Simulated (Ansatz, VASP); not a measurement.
# H3C2N (liquid acetonitrile at 298 K): VASP beside Ansatz, part 2 of 2

Wanted: the spread between two codes on one cell, functional and k mesh. The cell is taken from a series of runs on this material, whose earlier steps may have relaxed, scaled, displaced or heated it; both programs get it as it stands.

VASP 6.6.1 and Ansatz 0.2.0.

So far. Step 2 (VASP: single point, PBE with D3(BJ)): The run ends at a pressure of 0.35 GPa, with forces up to 5.1 eV/Å.

## Step 3: Ansatz: single point, PBE with D3(BJ)

Level of this step: Ansatz beside VASP: Kohn-Sham DFT, plane waves, PBE with D3(BJ) (Ansatz).

Ansatz runs on its default PAW (the set named soft_2) files.

The same cell, functional and mesh now go to Ansatz, which takes its cutoff from its data sets.

input.yaml reads:

```yaml
crystal:
  lattice:
    - [13.92888, 0.0, 0.0]
    - [0.0, 13.92888, 0.0]
    - [0.0, 0.0, 13.92888]
  atoms:
    - { symbol: C, position: [0.58367, 0.7368, 0.63758] }
    - { symbol: C, position: [0.59574, 0.78765, 0.7309] }
    - { symbol: "N", position: [0.60287, 0.81706, 0.80883] }
    - { symbol: H, position: [0.57772, 0.79029, 0.58276] }
    - { symbol: H, position: [0.51703, 0.69295, 0.63661] }
    - { symbol: H, position: [0.64984, 0.69183, 0.62382] }
    - { symbol: C, position: [0.54977, 0.37185, 0.64125] }
    - { symbol: C, position: [0.45348, 0.37132, 0.67701] }
    - { symbol: "N", position: [0.37349, 0.36866, 0.70773] }
    - { symbol: H, position: [0.57809, 0.30205, 0.60995] }
    - { symbol: H, position: [0.60109, 0.40488, 0.68571] }
    - { symbol: H, position: [0.55402, 0.42089, 0.58011] }
    - { symbol: C, position: [0.26844, 0.12823, 0.72312] }
    - { symbol: C, position: [0.34318, 0.12367, 0.79904] }
    - { symbol: "N", position: [0.3961, 0.11585, 0.86069] }
    - { symbol: H, position: [0.1982, 0.15399, 0.7418] }
    - { symbol: H, position: [0.25443, 0.05669, 0.68996] }
    - { symbol: H, position: [0.30464, 0.16842, 0.66614] }
    - { symbol: C, position: [0.08321, 0.66728, 0.87786] }
    - { symbol: C, position: [0.16764, 0.68816, 0.82015] }
    - { symbol: "N", position: [0.23075, 0.70127, 0.76922] }
    - { symbol: H, position: [0.01767, 0.65609, 0.83714] }
    - { symbol: H, position: [0.062, 0.72622, 0.92376] }
    - { symbol: H, position: [0.09697, 0.60779, 0.92677] }
    - { symbol: C, position: [0.23626, 0.12428, 0.07052] }
    - { symbol: C, position: [0.17788, 0.11412, 0.98094] }
    - { symbol: "N", position: [0.14334, 0.10807, 0.90488] }
    - { symbol: H, position: [0.30821, 0.10028, 0.0578] }
    - { symbol: H, position: [0.20271, 0.08682, 0.13273] }
    - { symbol: H, position: [0.25083, 0.20026, 0.0932] }
    - { symbol: C, position: [0.38412, 0.87138, 0.18544] }
    - { symbol: C, position: [0.43408, 0.79056, 0.14638] }
    - { symbol: "N", position: [0.47407, 0.71962, 0.12548] }
    - { symbol: H, position: [0.43273, 0.92756, 0.20528] }
    - { symbol: H, position: [0.32933, 0.85895, 0.23682] }
    - { symbol: H, position: [0.34683, 0.90004, 0.11844] }
    - { symbol: C, position: [0.84189, 0.55986, 0.78839] }
    - { symbol: C, position: [0.88115, 0.50759, 0.86773] }
    - { symbol: "N", position: [0.91357, 0.45267, 0.9205] }
    - { symbol: H, position: [0.77162, 0.58796, 0.80349] }
    - { symbol: H, position: [0.83745, 0.51516, 0.72368] }
    - { symbol: H, position: [0.87985, 0.62476, 0.77095] }
    - { symbol: C, position: [0.92304, 0.6462, 0.49996] }
    - { symbol: C, position: [0.95124, 0.73483, 0.44939] }
    - { symbol: "N", position: [0.99124, 0.79695, 0.41348] }
    - { symbol: H, position: [0.84401, 0.63775, 0.48646] }
    - { symbol: H, position: [0.93633, 0.65021, 0.57917] }
    - { symbol: H, position: [0.9636, 0.57973, 0.47965] }
    - { symbol: C, position: [0.23639, 0.74974, 0.50647] }
    - { symbol: C, position: [0.21023, 0.66151, 0.45879] }
    - { symbol: "N", position: [0.18827, 0.5994, 0.40935] }
    - { symbol: H, position: [0.18099, 0.80427, 0.50588] }
    - { symbol: H, position: [0.30204, 0.78867, 0.47374] }
    - { symbol: H, position: [0.26138, 0.73657, 0.58469] }
    - { symbol: C, position: [0.7709, 0.29989, 0.52548] }
    - { symbol: C, position: [0.76094, 0.40117, 0.51904] }
    - { symbol: "N", position: [0.73675, 0.48061, 0.52859] }
    - { symbol: H, position: [0.70587, 0.25824, 0.52437] }
    - { symbol: H, position: [0.80585, 0.27666, 0.59069] }
    - { symbol: H, position: [0.82214, 0.28198, 0.467] }
    - { symbol: C, position: [0.08298, 0.01832, 0.49258] }
    - { symbol: C, position: [0.98516, 0.02093, 0.53216] }
    - { symbol: "N", position: [0.9051, 0.02939, 0.55537] }
    - { symbol: H, position: [0.14463, 0.99819, 0.53923] }
    - { symbol: H, position: [0.09843, 0.08568, 0.46193] }
    - { symbol: H, position: [0.07238, 0.96787, 0.43233] }
    - { symbol: C, position: [0.96505, 0.22197, 0.75545] }
    - { symbol: C, position: [0.03358, 0.21937, 0.67623] }
    - { symbol: "N", position: [0.08379, 0.22033, 0.61163] }
    - { symbol: H, position: [0.95352, 0.29254, 0.7729] }
    - { symbol: H, position: [0.99316, 0.18364, 0.82006] }
    - { symbol: H, position: [0.89722, 0.18345, 0.74072] }
    - { symbol: C, position: [0.56846, 0.3251, 0.90864] }
    - { symbol: C, position: [0.53845, 0.37627, 0.99554] }
    - { symbol: "N", position: [0.51969, 0.4251, 0.05807] }
    - { symbol: H, position: [0.52533, 0.26582, 0.88147] }
    - { symbol: H, position: [0.63958, 0.30148, 0.91996] }
    - { symbol: H, position: [0.57173, 0.37177, 0.8464] }
    - { symbol: C, position: [0.97321, 0.92133, 0.87526] }
    - { symbol: C, position: [0.99527, 0.86886, 0.78788] }
    - { symbol: "N", position: [0.01394, 0.83219, 0.71529] }
    - { symbol: H, position: [0.03948, 0.92411, 0.91866] }
    - { symbol: H, position: [0.91731, 0.88073, 0.91314] }
    - { symbol: H, position: [0.95887, 0.99864, 0.86748] }
    - { symbol: C, position: [0.45096, 0.99441, 0.47359] }
    - { symbol: C, position: [0.36603, 0.97242, 0.41589] }
    - { symbol: "N", position: [0.29732, 0.95762, 0.3706] }
    - { symbol: H, position: [0.42731, 0.01399, 0.54562] }
    - { symbol: H, position: [0.49866, 0.04531, 0.44476] }
    - { symbol: H, position: [0.49534, 0.92842, 0.48238] }
    - { symbol: C, position: [0.62191, 0.33476, 0.26905] }
    - { symbol: C, position: [0.66663, 0.24905, 0.3066] }
    - { symbol: "N", position: [0.70732, 0.18362, 0.33607] }
    - { symbol: H, position: [0.64131, 0.34873, 0.19573] }
    - { symbol: H, position: [0.64736, 0.40187, 0.3021] }
    - { symbol: H, position: [0.54432, 0.33166, 0.27393] }
    - { symbol: C, position: [0.10668, 0.76512, 0.20947] }
    - { symbol: C, position: [0.15617, 0.7976, 0.1211] }
    - { symbol: "N", position: [0.18568, 0.83451, 0.05098] }
    - { symbol: H, position: [0.10145, 0.8211, 0.26349] }
    - { symbol: H, position: [0.13744, 0.70337, 0.24813] }
    - { symbol: H, position: [0.03382, 0.74904, 0.19128] }
    - { symbol: C, position: [0.19117, 0.41614, 0.5507] }
    - { symbol: C, position: [0.1082, 0.44555, 0.61127] }
    - { symbol: "N", position: [0.04309, 0.4749, 0.65721] }
    - { symbol: H, position: [0.21049, 0.34215, 0.5654] }
    - { symbol: H, position: [0.2534, 0.46109, 0.56396] }
    - { symbol: H, position: [0.16462, 0.42109, 0.47532] }
    - { symbol: C, position: [0.96684, 0.5305, 0.14987] }
    - { symbol: C, position: [0.90824, 0.58051, 0.21644] }
    - { symbol: "N", position: [0.857, 0.62678, 0.2637] }
    - { symbol: H, position: [0.99044, 0.46192, 0.18178] }
    - { symbol: H, position: [0.03288, 0.57043, 0.13107] }
    - { symbol: H, position: [0.93256, 0.53285, 0.07759] }
    - { symbol: C, position: [0.62448, 0.63417, 0.35511] }
    - { symbol: C, position: [0.53115, 0.63984, 0.39334] }
    - { symbol: "N", position: [0.4545, 0.65132, 0.41923] }
    - { symbol: H, position: [0.62182, 0.60252, 0.28367] }
    - { symbol: H, position: [0.66626, 0.58637, 0.40071] }
    - { symbol: H, position: [0.66327, 0.70424, 0.35606] }
    - { symbol: C, position: [0.32983, 0.88167, 0.83163] }
    - { symbol: C, position: [0.37594, 0.86798, 0.7405] }
    - { symbol: "N", position: [0.41004, 0.87108, 0.66465] }
    - { symbol: H, position: [0.25079, 0.88828, 0.82387] }
    - { symbol: H, position: [0.36238, 0.93656, 0.8742] }
    - { symbol: H, position: [0.34405, 0.8108, 0.86568] }
    - { symbol: C, position: [0.85544, 0.21142, 0.947] }
    - { symbol: C, position: [0.79402, 0.21875, 0.03087] }
    - { symbol: "N", position: [0.74122, 0.21814, 0.09229] }
    - { symbol: H, position: [0.9171, 0.25633, 0.97026] }
    - { symbol: H, position: [0.83072, 0.24621, 0.87881] }
    - { symbol: H, position: [0.87571, 0.13789, 0.93402] }
    - { symbol: C, position: [0.9101, 0.16714, 0.29302] }
    - { symbol: C, position: [0.01339, 0.15868, 0.27284] }
    - { symbol: "N", position: [0.09923, 0.15549, 0.26302] }
    - { symbol: H, position: [0.86409, 0.12272, 0.23968] }
    - { symbol: H, position: [0.88267, 0.2366, 0.2799] }
    - { symbol: H, position: [0.88764, 0.15077, 0.37119] }
    - { symbol: C, position: [0.79249, 0.89, 0.25613] }
    - { symbol: C, position: [0.69071, 0.9052, 0.27465] }
    - { symbol: "N", position: [0.61311, 0.91533, 0.29811] }
    - { symbol: H, position: [0.8119, 0.82616, 0.3003] }
    - { symbol: H, position: [0.8432, 0.94836, 0.27548] }
    - { symbol: H, position: [0.80987, 0.87064, 0.18082] }
    - { symbol: C, position: [0.28942, 0.40539, 0.21331] }
    - { symbol: C, position: [0.25366, 0.48168, 0.14982] }
    - { symbol: "N", position: [0.22358, 0.54243, 0.1013] }
    - { symbol: H, position: [0.28437, 0.33092, 0.18629] }
    - { symbol: H, position: [0.24461, 0.41226, 0.27215] }
    - { symbol: H, position: [0.3603, 0.41558, 0.23653] }
    - { symbol: C, position: [0.2614, 0.21891, 0.39435] }
    - { symbol: C, position: [0.3451, 0.22134, 0.45194] }
    - { symbol: "N", position: [0.41894, 0.21814, 0.49364] }
    - { symbol: H, position: [0.27204, 0.16824, 0.34024] }
    - { symbol: H, position: [0.24709, 0.29076, 0.36] }
    - { symbol: H, position: [0.2012, 0.20004, 0.44288] }
    - { symbol: C, position: [0.71304, 0.72771, 0.07139] }
    - { symbol: C, position: [0.81195, 0.71543, 0.04438] }
    - { symbol: "N", position: [0.88825, 0.7146, 0.01644] }
    - { symbol: H, position: [0.67088, 0.7586, 0.00627] }
    - { symbol: H, position: [0.6992, 0.78496, 0.12363] }
    - { symbol: H, position: [0.6718, 0.6615, 0.09019] }
    - { symbol: C, position: [0.14634, 0.37416, 0.88856] }
    - { symbol: C, position: [0.10562, 0.34318, 0.98186] }
    - { symbol: "N", position: [0.07206, 0.31512, 0.05306] }
    - { symbol: H, position: [0.1489, 0.44942, 0.87434] }
    - { symbol: H, position: [0.12264, 0.3306, 0.826] }
    - { symbol: H, position: [0.22231, 0.35367, 0.89626] }
    - { symbol: C, position: [0.42483, 0.5932, 0.8932] }
    - { symbol: C, position: [0.51776, 0.57338, 0.85383] }
    - { symbol: "N", position: [0.59136, 0.54877, 0.82668] }
    - { symbol: H, position: [0.37361, 0.53344, 0.89258] }
    - { symbol: H, position: [0.40298, 0.64425, 0.83476] }
    - { symbol: H, position: [0.43838, 0.6203, 0.96469] }
    - { symbol: C, position: [0.59172, 0.03491, 0.01324] }
    - { symbol: C, position: [0.69474, 0.00802, 0.99776] }
    - { symbol: "N", position: [0.77266, 0.98064, 0.98757] }
    - { symbol: H, position: [0.58824, 0.11618, 0.00847] }
    - { symbol: H, position: [0.56889, 0.0179, 0.088] }
    - { symbol: H, position: [0.54968, 0.00665, 0.95395] }
    - { symbol: C, position: [0.5966, 0.04994, 0.71552] }
    - { symbol: C, position: [0.63923, 0.14164, 0.7335] }
    - { symbol: "N", position: [0.68232, 0.21218, 0.74613] }
    - { symbol: H, position: [0.57559, 0.01871, 0.7837] }
    - { symbol: H, position: [0.65077, 0.00171, 0.68195] }
    - { symbol: H, position: [0.53474, 0.06428, 0.66626] }
kpoints:
  mp_grid: { grid: [1, 1, 1] }
hamiltonian:
  xc: pbe
  dispersion: d3bj
scf:
  occupations: { method: fixed }
output:
  forces: true
  stress: true
  populations: true
  dos:
    method: { smearing: { sigma: 0.08 } }
    de: 0.1
    projected: { site_lists: { C: [C], H: [H], "N": ["N"] } }
  eigenvalues: true
  write_density: true
  write_potential: true
  volumetric_format: npy
  elf: true
```

On the command line:

```
$ ansatz run input.yaml --threads 4 --pin off --max-ram 8192MiB --backend cpu --events-out ev --progress --plain --runs-dir out
```

Numbers of over 12 decimals in the logs are rounded to 6 here.

The program printed:

```text
Engine: ansatz 0.2.0, aarch64-unknown-linux-gnu
Pseudopotentials: kind: paw
Pseudopotential: C, paw, valence charge 4, recommended cutoff 420 eV (normal), C.paw.azcp
Pseudopotential: N, paw, valence charge 5, recommended cutoff 420 eV (normal), N.paw.azcp
Pseudopotential: H, paw, valence charge 1, recommended cutoff 420 eV (normal), H.paw.azcp
Functional definition: PBE
  parameter kappa = 0.804
  parameter beta = 0.066725
  exchange = pbe_x(kappa = kappa, mu = beta*pi^2/3)
  correlation = pbe_c(beta = beta)
Crystal: 186 atoms, lattice volume = 2702.394 Å³
Basis set: ecut = 420 eV, 52635 PW (Γ), exchange–correlation on 192×192×192 points (8 copies of the dense FFT grid, shifted against one another)
Bands: 434, of which v1, the nominal top of the filled ones, is band 248 counted from 1 (247 counted from 0)
Symmetry: 1 space group operations
Space group: P1 (ITA 1), of the structure as read, at distance tolerance 1.4e-4 Å
k-points: 1
Non-local potential: C, projectors of the file, l = 0: 2, l = 1: 2, l = 2: 1
Non-local potential: N, projectors of the file, l = 0: 2, l = 1: 2, l = 2: 1
Non-local potential: H, projectors of the file, l = 0: 2, l = 1: 1
PAW form: soft (Blöchl's): semilocal exchange-correlation on the pseudo side does not see the compensation charge
PAW one-centre angular grid: C, 110 points (default); XC on 64 Gauss nodes
PAW one-centre angular grid: N, 110 points (default); XC on 64 Gauss nodes
PAW one-centre angular grid: H, 110 points (default); XC on 64 Gauss nodes
Initial density: superposition of atomic densities (neutral atoms: chi_scale 0, normalization atom), corrected by the library's trained network
Initial wavefunctions: pseudopotential atomic-orbital guess
Functional: x = pbe(κ = 0.804, μ = 0.219515), c = pbe(β = 0.066725)
SCF iter   1: F=—  HF=-28939.338671 eV  |F-HF|=—  |Δ(HF+E_count)|=         —  Δρ=3.42e-3  dr2=4.91e-1  ethr=1.77e-3  ⟨swp⟩=5.0  Hψ=1474  notcnv=0  defer=180
preconditioner: auto → Resta (q_TF=auto, 2.057 Å⁻¹)  ε∞=2.3  [insulator: Δε(μ)=6.098 eV  Ē_g=14.185 eV  n_scr=388 (ndim 8)  ℏωp=15.9 eV  f_vac=0.279  ε∞_Penn≈2.3]
SCF iter   2: F=—  HF=-28939.382411 eV  |F-HF|=—  |Δ(HF+E_count)|=   4.37e-2  Δρ=2.14e-3  dr2=1.62e-1  ethr=9.90e-5  ⟨swp⟩=2.0  Hψ=754  notcnv=0  defer=184
SCF iter   3: F=—  HF=-28939.386128 eV  |F-HF|=—  |Δ(HF+E_count)|=   3.72e-3  Δρ=1.05e-3  dr2=5.79e-2  ethr=3.28e-5  ⟨swp⟩=3.0  Hψ=506  notcnv=0  defer=184
SCF iter   4: F=—  HF=-28939.385607 eV  |F-HF|=—  |Δ(HF+E_count)|=   5.22e-4  Δρ=3.04e-4  dr2=4.37e-3  ethr=1.17e-5  ⟨swp⟩=4.0  Hψ=492  notcnv=0  defer=184
SCF iter   5: F=—  HF=-28939.384820 eV  |F-HF|=—  |Δ(HF+E_count)|=   7.86e-4  Δρ=2.40e-4  dr2=2.01e-3  ethr=8.81e-7  ⟨swp⟩=2.0  Hψ=746  notcnv=0  defer=184
SCF iter   6: F=—  HF=-28939.384470 eV  |F-HF|=—  |Δ(HF+E_count)|=   3.51e-4  Δρ=1.07e-4  dr2=3.75e-4  ethr=4.05e-7  ⟨swp⟩=2.0  Hψ=502  notcnv=0  defer=184
SCF iter   7: F=—  HF=-28939.384417 eV  |F-HF|=—  |Δ(HF+E_count)|=   5.23e-5  Δρ=2.87e-5  dr2=2.79e-5  ethr=7.55e-8  ⟨swp⟩=2.0  Hψ=502  notcnv=0  defer=184
SCF iter   8: F=—  HF=-28939.386857 eV  |F-HF|=—  |Δ(HF+E_count)|=   2.44e-3  Δρ=2.29e-5  dr2=1.79e-5  ethr=5.64e-9  ⟨swp⟩=2.0  Hψ=498  notcnv=0  defer=183
SCF iter   9: F=—  HF=-28939.386854 eV  |F-HF|=—  |Δ(HF+E_count)|=   3.49e-6  Δρ=5.09e-6  dr2=7.74e-7  ethr=3.61e-9  ⟨swp⟩=2.0  Hψ=497  notcnv=0  defer=183
SCF iter  10: F=—  HF=-28939.386854 eV  |F-HF|=—  |Δ(HF+E_count)|=   9.27e-8  Δρ=2.34e-6  dr2=1.91e-7  ethr=1.56e-10  ⟨swp⟩=2.0  Hψ=499  notcnv=0  defer=183
SCF iter  11: F=-28939.386854 eV  HF=-28939.386854 eV  |F-HF|=8.07e-8  |Δ(HF+E_count)|=   9.66e-9  Δρ=1.71e-6  dr2=9.81e-8  ethr=2.02e-11  ⟨swp⟩=20.0  Hψ=4276  notcnv=0
SCF 1 converged in 11 iterations: F = -28939.386854 eV  dr2 = 9.81e-8
  greatest PAW one-centre occupation: 0.844 electrons in one spin orbital (limit 2), on the N atom at site 128 (counted from 0), in its partial waves of l = 0
[...]
atom 186  H      0.35092045    -0.63195548     0.50003508
  max |Σ_I F_I| component: 1.13e-4 eV/Å
--- Stress (GPa, compression-positive) ---
        0.242037      -0.216649      -0.499839
       -0.216649       0.495589       0.309258
       -0.499839       0.309258      -0.154957
  P = ⅓ Tr σ = 0.1942 GPa (1.942 kbar)
--- Band table (eV) ---
  k-point 0: bands = [... 244 lower, -3.7402, -3.7207, -3.6547, -3.6035, 2.2470, 2.5402, 2.6151, 2.6387, ... 182 higher]
--- Löwdin populations: 186 sites ---
  site symbol       q [e]
     0      C      4.4699
     1      C      3.7757
     2      N      5.2277
     3      H      0.7546
     4      H      0.7495
     5      H      0.7675
     6      C      4.4947
     7      C      3.7685
     8      N      5.2365
     9      H      0.7770
    10      H      0.7410
    11      H      0.7438
    12      C      4.4783
    13      C      3.7598
    14      N      5.2348
    15      H      0.7516
    16      H      0.7719
    17      H      0.7550
    18      C      4.4847
    19      C      3.7552
    20      N      5.2237
    21      H      0.7669
    22      H      0.7491
    23      H      0.7612
[...]
178      H      0.7594
   179      H      0.7582
   180      C      4.4642
   181      C      3.7662
   182      N      5.2418
   183      H      0.7507
   184      H      0.7418
   185      H      0.7665
  spilling = 0.016055 (of n_electrons = 496.000000)
```

The column dr2 measures how far the density is from self-consistency, as an energy; F and HF (Harris–Foulkes) agree once it is small.

## Step 4: Comparison

Known differences besides the potentials themselves: fixed occupations in Ansatz, narrow Gaussian smearing in VASP; the cutoff is 420 eV in Ansatz and 600 eV in VASP (PREC = Accurate, projectors in real space). Total energies have different zeros and are not compared.

Both answers:

```
              quantity  Ansatz   VASP  difference
        pressure (GPa)    0.19   0.35       -0.16
gap on the k mesh (eV)   5.851  5.861      -0.011
```

Forces on 7 of the 186 atoms, those with the largest forces and the largest differences (eV/Å; atoms numbered as in POSCAR):

```
atom          Ansatz x, y, z            VASP x, y, z
  C6  -3.550, -0.076, -2.463  -3.911, -0.023, -2.884
 C26   0.570, -1.953, -3.447   0.701, -2.287, -3.879
 C44   1.873, -0.430, -4.061   2.274, -0.425, -4.528
 C54    -3.620, 0.424, 1.153    -4.168, 0.434, 1.350
 N84    -2.591, 0.217, 3.400    -2.987, 0.214, 3.861
 N85    -4.189, 0.030, 0.340    -3.965, 0.022, 0.315
 N89   3.641, -0.245, -1.193   4.182, -0.253, -1.390
```

The forces differ by 144 meV/Å r.m.s., which is 13.8 % of the r.m.s. force of 1.042 eV/Å (both taken over all components). A gap on the mesh is an upper bound, since the band edges may lie between its points.

## Step 5: Results

```yaml
r_m_s_force_difference_single_point_pbe_with_d3_bj: 14 % of the r.m.s. force
```

What this shows: The r.m.s. force difference is 14 % of the r.m.s. force (single point, PBE with D3(BJ)), beyond the 3 % picked in this series as the mark of a large difference. What causes the difference of the single point, PBE with D3(BJ) pair stays open here. How closely two codes agree says nothing of how well the functional describes the real material.

[Lines on the potential files, build, host, timing and source positions are cut from VASP's logs without a mark.]

[Logs are printed without paths, hosts, clocks, repeated set-up lines and the standing remarks that a program may print on its own settings, such as how far it seeks lower states.]

[Hosts, paths, dates, database ids (printed as entryN), source tags and the programs' standing remarks are cut or masked in the printed files.]
